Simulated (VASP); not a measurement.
# Quasiparticle energies of MgO (Periclase) in VASP, part 3 of 4

Wanted: how far GW moves the Kohn-Sham levels of MgO (Periclase). The cell is of the rock-salt type, one of the forms listed for this formula. The start is a cell from a database of measured crystal structures.

VASP 6.6.1, plane waves and PAW; the level of theory is named at each step.

So far, quasiparticle gap on the mesh (eV): step 3 (G0W0, bands in the sums 24) 7.09; step 5 (G0W0, bands in the sums 32) 7.16; step 7 (G0W0, bands in the sums 40) 7.18; step 9 (G0W0, bands in the sums 56) 7.22.

The database entry behind the starting cell differs from later determinations by our own check (about 0.1 % long), so it need not match the best structure at ambient conditions.

### 10. Empty bands

This step: PBE; plane waves and PAW (Mg_GW, O_GW) (VASP 6.6.1).

The empty bands are made again, for the run that follows.

INCAR

```
SYSTEM = MgO
PREC = Accurate
ENCUT = 440
ISMEAR = 0
SIGMA = 0.01
LREAL = .FALSE.
GGA = PE
NBANDS = 64
ALGO = Exact
NELM = 1
LWAVE = .TRUE.
LCHARG = .FALSE.
LOPTICS = .TRUE.
NEDOS = 1000
CSHIFT = 0.1
```

POSCAR

```
MgO
1.0
    0.0000000000      2.1085000000      2.1085000000
    2.1085000000      0.0000000000      2.1085000000
    2.1085000000      2.1085000000      0.0000000000
Mg O
1 1
Direct
    0.0000000000      0.0000000000      0.0000000000
    0.5000000000      0.5000000000      0.5000000000
```

KPOINTS

```
Automatic mesh
0
Gamma
4 4 4
0 0 0
```

Potentials, in the order of the species: Mg_GW and O_GW (PBE family, release 64).

On the command line:

```console
$ mpirun -np 8 vasp_std
```

The log of the run:

```text
[banner, memory and clock lines left out]
running    8 mpi-ranks, on    1 nodes
[...]
[... a notice as in an earlier step ...]

 LDA part: xc-table for (Slater+PW92), standard interpolation
 found WAVECAR, reading the header
  number of bands has changed, file:    10 present:    64
  trying to continue reading WAVECAR, but it might fail
 POSCAR, INCAR and KPOINTS ok, starting setup
[...]
reading WAVECAR
 random initialization beyond band           10
 the WAVECAR file was read successfully
 initial charge from wavefunction
 entering main loop
       N       E                     dE             d eps       ncg     rms          rms(c)
[... 1 cycle as in an earlier step ...]
   1 F= -.11905864E+02 E0= -.11905864E+02  d E =-.142840E-55
 writing wavefunctions
 optical routines
 imaginary and real dielectric function
 recalculating local potential from charge density
 direction            1
 direction            2
 direction            3
```

The job ended after 1.2 s (8 MPI ranks of Intel Xeon 6975P-C (Granite Rapids), shared host; peak memory 0.82 GiB; 4.5 s of CPU time).

Parts of OUTCAR (step 10):

```text
[... 5 parts as in an earlier step ...]

[... 2 further parts left out ...]
[key lines of the parts left out:]
E-fermi :   3.2827
```

WAVECAR now holds 64 bands for 8 electrons.

### 11. G0W0, bands in the sums 64

This step: G0W0 on PBE; plane waves and PAW (Mg_GW, O_GW) (VASP 6.6.1).

The sums now run over 64 bands at the same response cutoff.

INCAR

```
SYSTEM = MgO
PREC = Accurate
ENCUT = 440
ISMEAR = 0
SIGMA = 0.01
LREAL = .FALSE.
GGA = PE
NBANDS = 64
ALGO = EVGW0
NELMGW = 1
ENCUTGW = 200
NOMEGA = 64
PRECFOCK = Fast
NBANDSGW = 16
LWAVE = .FALSE.
LCHARG = .FALSE.
```

POSCAR is that of step 10.

KPOINTS is that of step 10.

On the command line:

```console
$ mpirun -np 8 vasp_std
```

The log of the run:

```text
[banner, memory and clock lines left out]
running    8 mpi-ranks, on    1 nodes
[...]
[... a notice as in an earlier step ...]

 [... a notice as in an earlier step ...]

 LDA part: xc-table for (Slater+PW92), standard interpolation
 found WAVECAR, reading the header
 POSCAR, INCAR and KPOINTS ok, starting setup
[...]
reading WAVECAR
 the WAVECAR file was read successfully
 initial charge from wavefunction
 available memory per node:     61.81 GB, setting MAXMEM to     63295

 The Fermi energy was updated, please check that it is located mid-gap
 values below the HOMO (VB) or above the LUMO (CB) will cause erroneous energies
 E-fermi :   5.5147

 calculate exact exchange contribution
 the WAVEDER file was read successfully
energies w=
    0.000    0.000    0.641    0.000    1.280    0.000    1.916    0.000
    2.548    0.000    3.175    0.000    3.795    0.000    4.408    0.000
    5.013    0.000    5.611    0.000    6.200    0.000    6.781    0.000
[...]
total number of BLAS operations         29.11 Gflops
NQ=   4    0.2500    0.2500    0.0000,
|.........|.........|.........|.........|.........|.........|.........|.........
 performed        356000 updates of chi_q(r,r)
 total number of BLAS operations         42.42 Gflops
NQ=   5    0.5000    0.2500    0.0000,
|.........|.........|.........|.........|.........|.........|.........|.........
 performed        509000 updates of chi_q(r,r)
 total number of BLAS operations         59.82 Gflops
NQ=   6   -0.2500    0.2500    0.0000,
|.........|.........|.........|.........|.........|.........|.........|.........
 performed        642000 updates of chi_q(r,r)
 total number of BLAS operations         76.46 Gflops
NQ=   7    0.5000    0.5000    0.0000,
|.........|.........|.........|.........|.........|.........|.........|.........
 performed        717000 updates of chi_q(r,r)
 total number of BLAS operations         84.62 Gflops
NQ=   8   -0.2500    0.5000    0.2500,
|.........|.........|.........|.........|.........|.........|.........|.........
 performed        825000 updates of chi_q(r,r)
 total number of BLAS operations         96.30 Gflops
 resolving degeneracies of screened two electron integrals

 calculate QP shifts <psi_nk| G(iteration)W_0 |psi_nk>: iteration 1
 entering main loop
```

The job ended after 3.2 s (8 MPI ranks; peak memory 1.1 GiB).

From OUTCAR (step 11):

```text
 QP shifts <psi_nk| G(iteration)W_0 |psi_nk>: iteration 1
 for sc-GW calculations column KS-energies equals QP-energies in previous step
 and V_xc(KS)=  KS-energies - (<T + V_ion + V_H > + <T+V_H+V_ion>^1  + <V_x>^1)
 k-point   1 :       0.0000    0.0000    0.0000
  band No.  KS-energies  QP-energies   sigma(KS)   V_xc(KS)     V^pw_x(r,r')   Z            occupation Imag(sigma)
      1     -14.0781     -16.1332     -21.1894     -18.1235     -29.9032       0.6703       2.0000       1.1302
      2       3.1730       1.8962     -21.3498     -19.7183     -25.3016       0.7827       2.0000       0.0662
      3       3.1730       1.8962     -21.3498     -19.7183     -25.3016       0.7827       2.0000       0.0662
      4       3.1730       1.8962     -21.3498     -19.7183     -25.3016       0.7827       2.0000       0.0662
      5       7.8564       9.1430     -10.6100     -12.1583      -7.2643       0.8310       0.0000      -0.0574
      6      18.9482      20.1963      -7.5121      -9.0243      -3.0494       0.8253       0.0000      -0.0991
      7      18.9482      20.1963      -7.5121      -9.0243      -3.0494       0.8253       0.0000      -0.0991
      8      18.9482      20.1963      -7.5121      -9.0243      -3.0494       0.8253       0.0000      -0.0991
    ...

[... 1 part as in an earlier step ...]

[... 2 further parts left out ...]
[key lines of the parts left out:]
E-fermi :   5.5147
```

The gap is now 7.247 eV, +24 meV against the GW run before.

### 12. Empty bands

This step: PBE; plane waves and PAW (Mg_GW, O_GW) (VASP 6.6.1).

The empty bands are made again, for the run that follows.

INCAR

```
SYSTEM = MgO
PREC = Accurate
ENCUT = 440
ISMEAR = 0
SIGMA = 0.01
LREAL = .FALSE.
GGA = PE
NBANDS = 80
ALGO = Exact
NELM = 1
LWAVE = .TRUE.
LCHARG = .FALSE.
LOPTICS = .TRUE.
NEDOS = 1000
CSHIFT = 0.1
```

POSCAR is that of step 11.

KPOINTS is that of step 11.

On the command line:

```console
$ mpirun -np 8 vasp_std
```

The log of the run:

```text
[banner, memory and clock lines left out]
running    8 mpi-ranks, on    1 nodes
[...]
[... a notice as in an earlier step ...]

 LDA part: xc-table for (Slater+PW92), standard interpolation
 found WAVECAR, reading the header
  number of bands has changed, file:    10 present:    80
  trying to continue reading WAVECAR, but it might fail
 POSCAR, INCAR and KPOINTS ok, starting setup
[...]
reading WAVECAR
 random initialization beyond band           10
 the WAVECAR file was read successfully
 initial charge from wavefunction
 entering main loop
       N       E                     dE             d eps       ncg     rms          rms(c)
[... 1 cycle as in an earlier step ...]
   1 F= -.11905864E+02 E0= -.11905864E+02  d E =-.176695E-42
 writing wavefunctions
 optical routines
 imaginary and real dielectric function
 recalculating local potential from charge density
 direction            1
 direction            2
 direction            3
```

Wall time 1.2 s (8 MPI ranks); peak memory 0.85 GiB.

Parts of OUTCAR (step 12):

```text
  Total       -0.0308325     -0.0308325     -0.0308325      0.0000000     -0.0000000     -0.0000000
  in kB       -2.6349292     -2.6349292     -2.6349292      0.0000000     -0.0000000     -0.0000000
  external PRESSURE =      -2.6349292 kB  Pullay stress =       0.0000000 kB

[... 4 parts as in an earlier step ...]

[... 2 further parts left out ...]
[key lines of the parts left out:]
E-fermi :   3.2680
```

WAVECAR now holds 80 bands for 8 electrons.

### 13. G0W0, bands in the sums 80

This step: G0W0 on PBE; plane waves and PAW (Mg_GW, O_GW) (VASP 6.6.1).

The sums now run over 80 bands at the same response cutoff.

INCAR

```
SYSTEM = MgO
PREC = Accurate
ENCUT = 440
ISMEAR = 0
SIGMA = 0.01
LREAL = .FALSE.
GGA = PE
NBANDS = 80
ALGO = EVGW0
NELMGW = 1
ENCUTGW = 200
NOMEGA = 64
PRECFOCK = Fast
NBANDSGW = 16
LWAVE = .FALSE.
LCHARG = .FALSE.
```

POSCAR is that of step 12.

KPOINTS is that of step 12.

On the command line:

```console
$ mpirun -np 8 vasp_std
```

The log of the run:

```text
[banner, memory and clock lines left out]
running    8 mpi-ranks, on    1 nodes
[...]
[... a notice as in an earlier step ...]

 [... a notice as in an earlier step ...]

 LDA part: xc-table for (Slater+PW92), standard interpolation
 found WAVECAR, reading the header
 POSCAR, INCAR and KPOINTS ok, starting setup
[...]
reading WAVECAR
 the WAVECAR file was read successfully
 initial charge from wavefunction
 available memory per node:     61.99 GB, setting MAXMEM to     63473

 The Fermi energy was updated, please check that it is located mid-gap
 values below the HOMO (VB) or above the LUMO (CB) will cause erroneous energies
 E-fermi :   5.5147

 calculate exact exchange contribution
 the WAVEDER file was read successfully
energies w=
    0.000    0.000    0.641    0.000    1.280    0.000    1.916    0.000
    2.549    0.000    3.175    0.000    3.796    0.000    4.409    0.000
    5.015    0.000    5.612    0.000    6.201    0.000    6.782    0.000
[...]
total number of BLAS operations         36.56 Gflops
NQ=   4    0.2500    0.2500    0.0000,
|.........|.........|.........|.........|.........|.........|.........|.........
 performed        448000 updates of chi_q(r,r)
 total number of BLAS operations         53.26 Gflops
NQ=   5    0.5000    0.2500    0.0000,
|.........|.........|.........|.........|.........|.........|.........|.........
 performed        640000 updates of chi_q(r,r)
 total number of BLAS operations         75.07 Gflops
NQ=   6   -0.2500    0.2500    0.0000,
|.........|.........|.........|.........|.........|.........|.........|.........
 performed        806000 updates of chi_q(r,r)
 total number of BLAS operations         95.94 Gflops
NQ=   7    0.5000    0.5000    0.0000,
|.........|.........|.........|.........|.........|.........|.........|.........
 performed        901000 updates of chi_q(r,r)
 total number of BLAS operations        106.19 Gflops
NQ=   8   -0.2500    0.5000    0.2500,
|.........|.........|.........|.........|.........|.........|.........|.........
 performed       1037000 updates of chi_q(r,r)
 total number of BLAS operations        120.85 Gflops
 resolving degeneracies of screened two electron integrals

 calculate QP shifts <psi_nk| G(iteration)W_0 |psi_nk>: iteration 1
 entering main loop
```

The job ended after 3.2 s (8 MPI ranks; peak memory 1.1 GiB).

Parts of OUTCAR (step 13):

```text
 QP shifts <psi_nk| G(iteration)W_0 |psi_nk>: iteration 1
 for sc-GW calculations column KS-energies equals QP-energies in previous step
 and V_xc(KS)=  KS-energies - (<T + V_ion + V_H > + <T+V_H+V_ion>^1  + <V_x>^1)
 k-point   1 :       0.0000    0.0000    0.0000
  band No.  KS-energies  QP-energies   sigma(KS)   V_xc(KS)     V^pw_x(r,r')   Z            occupation Imag(sigma)
      1     -14.0781     -16.1809     -21.2559     -18.1235     -29.9032       0.6713       2.0000       1.1130
      2       3.1730       1.8383     -21.4241     -19.7183     -25.3016       0.7825       2.0000       0.0680
      3       3.1730       1.8383     -21.4241     -19.7183     -25.3016       0.7825       2.0000       0.0680
      4       3.1730       1.8383     -21.4241     -19.7183     -25.3016       0.7825       2.0000       0.0680
      5       7.8564       9.1075     -10.6524     -12.1583      -7.2643       0.8308       0.0000      -0.0562
      6      18.9482      20.1613      -7.5538      -9.0243      -3.0494       0.8250       0.0000      -0.0999
      7      18.9482      20.1613      -7.5538      -9.0243      -3.0494       0.8250       0.0000      -0.0999
      8      18.9482      20.1613      -7.5538      -9.0243      -3.0494       0.8250       0.0000      -0.0999
    ...

[... 1 part as in an earlier step ...]

[... 2 further parts left out ...]
[key lines of the parts left out:]
E-fermi :   5.5147
```

The gap is now 7.269 eV, +22 meV against the GW run before.

### 14. Empty bands

This step: PBE; plane waves and PAW (Mg_GW, O_GW) (VASP 6.6.1).

The empty bands are made again, for the run that follows.

INCAR

```
SYSTEM = MgO
PREC = Accurate
ENCUT = 440
ISMEAR = 0
SIGMA = 0.01
LREAL = .FALSE.
GGA = PE
NBANDS = 104
ALGO = Exact
NELM = 1
LWAVE = .TRUE.
LCHARG = .FALSE.
LOPTICS = .TRUE.
NEDOS = 1000
CSHIFT = 0.1
```

POSCAR is that of step 13.

KPOINTS is that of step 13.

On the command line:

```console
$ mpirun -np 8 vasp_std
```

The log of the run:

```text
[banner, memory and clock lines left out]
running    8 mpi-ranks, on    1 nodes
[...]
[... a notice as in an earlier step ...]

 LDA part: xc-table for (Slater+PW92), standard interpolation
 found WAVECAR, reading the header
  number of bands has changed, file:    10 present:   104
  trying to continue reading WAVECAR, but it might fail
 POSCAR, INCAR and KPOINTS ok, starting setup
[...]
reading WAVECAR
 random initialization beyond band           10
 the WAVECAR file was read successfully
 initial charge from wavefunction
 entering main loop
       N       E                     dE             d eps       ncg     rms          rms(c)
[... 1 cycle as in an earlier step ...]
   1 F= -.11905864E+02 E0= -.11905864E+02  d E =-.410972E-35
 writing wavefunctions
 optical routines
 imaginary and real dielectric function
 recalculating local potential from charge density
 direction            1
 direction            2
 direction            3
```

It took 1.2 s on 8 MPI ranks; peak memory 0.84 GiB.

OUTCAR, selected parts (step 14):

```text
  Total       -0.0308325     -0.0308325     -0.0308325      0.0000000      0.0000000     -0.0000000
  in kB       -2.6349292     -2.6349292     -2.6349292      0.0000000      0.0000000     -0.0000000
  external PRESSURE =      -2.6349292 kB  Pullay stress =       0.0000000 kB

[... 4 parts as in an earlier step ...]

[... 2 further parts left out ...]
[key lines of the parts left out:]
E-fermi :   3.2586
```

WAVECAR now holds 104 bands for 8 electrons.

### 15. G0W0, bands in the sums 104

This step: G0W0 on PBE; plane waves and PAW (Mg_GW, O_GW) (VASP 6.6.1).

The sums now run over 104 bands at the same response cutoff.

INCAR

```
SYSTEM = MgO
PREC = Accurate
ENCUT = 440
ISMEAR = 0
SIGMA = 0.01
LREAL = .FALSE.
GGA = PE
NBANDS = 104
ALGO = EVGW0
NELMGW = 1
ENCUTGW = 200
NOMEGA = 64
PRECFOCK = Fast
NBANDSGW = 16
LWAVE = .FALSE.
LCHARG = .FALSE.
```

POSCAR is that of step 14.

KPOINTS is that of step 14.

On the command line:

```console
$ mpirun -np 8 vasp_std
```

The log of the run:

```text
[banner, memory and clock lines left out]
running    8 mpi-ranks, on    1 nodes
[...]
[... a notice as in an earlier step ...]

 [... a notice as in an earlier step ...]

 LDA part: xc-table for (Slater+PW92), standard interpolation
 found WAVECAR, reading the header
 POSCAR, INCAR and KPOINTS ok, starting setup
[...]
reading WAVECAR
 the WAVECAR file was read successfully
 initial charge from wavefunction
 available memory per node:     60.95 GB, setting MAXMEM to     62410

 The Fermi energy was updated, please check that it is located mid-gap
 values below the HOMO (VB) or above the LUMO (CB) will cause erroneous energies
 E-fermi :   5.5147

 calculate exact exchange contribution
 the WAVEDER file was read successfully
energies w=
    0.000    0.000    0.640    0.000    1.279    0.000    1.914    0.000
    2.546    0.000    3.172    0.000    3.792    0.000    4.404    0.000
    5.009    0.000    5.606    0.000    6.195    0.000    6.775    0.000
[...]
total number of BLAS operations         47.74 Gflops
NQ=   4    0.2500    0.2500    0.0000,
|.........|.........|.........|.........|.........|.........|.........|.........
 performed        585000 updates of chi_q(r,r)
 total number of BLAS operations         69.53 Gflops
NQ=   5    0.5000    0.2500    0.0000,
|.........|.........|.........|.........|.........|.........|.........|.........
 performed        835000 updates of chi_q(r,r)
 total number of BLAS operations         97.95 Gflops
NQ=   6   -0.2500    0.2500    0.0000,
|.........|.........|.........|.........|.........|.........|.........|.........
 performed       1052000 updates of chi_q(r,r)
 total number of BLAS operations        125.15 Gflops
NQ=   7    0.5000    0.5000    0.0000,
|.........|.........|.........|.........|.........|.........|.........|.........
 performed       1176000 updates of chi_q(r,r)
 total number of BLAS operations        138.54 Gflops
NQ=   8   -0.2500    0.5000    0.2500,
|.........|.........|.........|.........|.........|.........|.........|.........
 performed       1353000 updates of chi_q(r,r)
 total number of BLAS operations        157.67 Gflops
 resolving degeneracies of screened two electron integrals

 calculate QP shifts <psi_nk| G(iteration)W_0 |psi_nk>: iteration 1
 entering main loop
```

The job ended after 3.6 s (8 MPI ranks; peak memory 1.1 GiB; 24 s of CPU time).

OUTCAR, selected parts (step 15):

```text
 QP shifts <psi_nk| G(iteration)W_0 |psi_nk>: iteration 1
 for sc-GW calculations column KS-energies equals QP-energies in previous step
 and V_xc(KS)=  KS-energies - (<T + V_ion + V_H > + <T+V_H+V_ion>^1  + <V_x>^1)
 k-point   1 :       0.0000    0.0000    0.0000
  band No.  KS-energies  QP-energies   sigma(KS)   V_xc(KS)     V^pw_x(r,r')   Z            occupation Imag(sigma)
      1     -14.0781     -16.2305     -21.3272     -18.1235     -29.9032       0.6718       2.0000       1.1104
      2       3.1730       1.7732     -21.5074     -19.7183     -25.3016       0.7824       2.0000       0.0745
      3       3.1730       1.7732     -21.5074     -19.7183     -25.3016       0.7824       2.0000       0.0745
      4       3.1730       1.7732     -21.5074     -19.7183     -25.3016       0.7824       2.0000       0.0745
      5       7.8564       9.0686     -10.6995     -12.1583      -7.2643       0.8310       0.0000      -0.0545
      6      18.9482      20.1290      -7.5935      -9.0243      -3.0494       0.8253       0.0000      -0.0999
      7      18.9482      20.1290      -7.5935      -9.0243      -3.0494       0.8253       0.0000      -0.0999
      8      18.9482      20.1290      -7.5935      -9.0243      -3.0494       0.8253       0.0000      -0.0999
    ...

[... 1 part as in an earlier step ...]

[... 2 further parts left out ...]
[key lines of the parts left out:]
E-fermi :   5.5147
```

The gap is now 7.295 eV, +26 meV against the GW run before.

### 16. Empty bands

This step: PBE; plane waves and PAW (Mg_GW, O_GW) (VASP 6.6.1).

The empty bands are made again, for the run that follows.

INCAR

```
SYSTEM = MgO
PREC = Accurate
ENCUT = 440
ISMEAR = 0
SIGMA = 0.01
LREAL = .FALSE.
GGA = PE
NBANDS = 128
ALGO = Exact
NELM = 1
LWAVE = .TRUE.
LCHARG = .FALSE.
LOPTICS = .TRUE.
NEDOS = 1000
CSHIFT = 0.1
```

POSCAR is that of step 15.

KPOINTS is that of step 15.

On the command line:

```console
$ mpirun -np 8 vasp_std
```

The log of the run:

```text
[banner, memory and clock lines left out]
running    8 mpi-ranks, on    1 nodes
[...]
[... a notice as in an earlier step ...]

 LDA part: xc-table for (Slater+PW92), standard interpolation
 found WAVECAR, reading the header
  number of bands has changed, file:    10 present:   128
  trying to continue reading WAVECAR, but it might fail
 POSCAR, INCAR and KPOINTS ok, starting setup
[...]
reading WAVECAR
 random initialization beyond band           10
 the WAVECAR file was read successfully
 initial charge from wavefunction
 entering main loop
       N       E                     dE             d eps       ncg     rms          rms(c)
[... 1 cycle as in an earlier step ...]
   1 F= -.11905864E+02 E0= -.11905864E+02  d E =-.763636E-52
 writing wavefunctions
 optical routines
 imaginary and real dielectric function
 recalculating local potential from charge density
 direction            1
 direction            2
 direction            3
```

The job ended after 1.2 s (8 MPI ranks; peak memory 0.83 GiB).

OUTCAR, selected parts (step 16):

```text
 POSITION                                       TOTAL-FORCE (eV/Angst)
 -----------------------------------------------------------------------------------
      0.00000      0.00000      0.00000        -0.000000      0.000000     -0.000000
      2.10850      2.10850      2.10850         0.000000     -0.000000      0.000000
 -----------------------------------------------------------------------------------
    total drift:                                0.000000      0.000000      0.000000

[... 4 parts as in an earlier step ...]

[... 2 further parts left out ...]
[key lines of the parts left out:]
E-fermi :   3.2788
```

WAVECAR now holds 128 bands for 8 electrons.

[end of part 3 of 4]

[Lines on the potential files, build, host, timing and source positions are cut from VASP's logs without a mark.]

[Logs are printed without paths, hosts, clocks, repeated set-up lines and the standing remarks that a program may print on its own settings, such as how far it seeks lower states.]

[Hosts, paths, dates, database ids (printed as entryN), source tags and the programs' standing remarks are cut or masked in the printed files.]

[Pressures printed for these runs are not shown converged in the cutoff: they can be off by several GPa and have the wrong sign.]
